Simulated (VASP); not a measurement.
Input:

```yaml
crystal:
  lattice:
    - [0.00000, 3.14980, 3.14980]
    - [3.14980, 0.00000, 3.14980]
    - [3.14980, 3.14980, 0.00000]
  atoms:
    - { symbol: C, position: [0.00000, 0.00000, 0.00000] }
    - { symbol: Ru, position: [0.50000, 0.50000, 0.50000] }
    - { symbol: Ru, position: [0.25000, 0.25000, 0.25000] }
    - { symbol: Ru, position: [0.75000, 0.75000, 0.75000] }
```

The numbers are results of PBE GGA, VASP's PBE PAW potentials (set 64) (plane waves; VASP 6.6.1), not measurements. Run with 520 eV cut-off, 12×12×12 Γ-centred mesh, Gaussian smearing of 0.050 eV, potentials C Ru_pv.

Give the stress tensor in GPa (positive for a compressed cell).

```
-35.76    0.00    0.00
  0.00  -35.76    0.00
  0.00    0.00  -35.76
```
The pressure is its mean diagonal, -35.76 GPa.

The structure was generated: Ru3C was put into the D03 type (Fm-3m), which need not be its known phase. The cell was not relaxed at this level. The run is one of a series of settings (KPOINTS 12×12×12 Γ-centred mesh against the base run), some of them coarse on purpose.
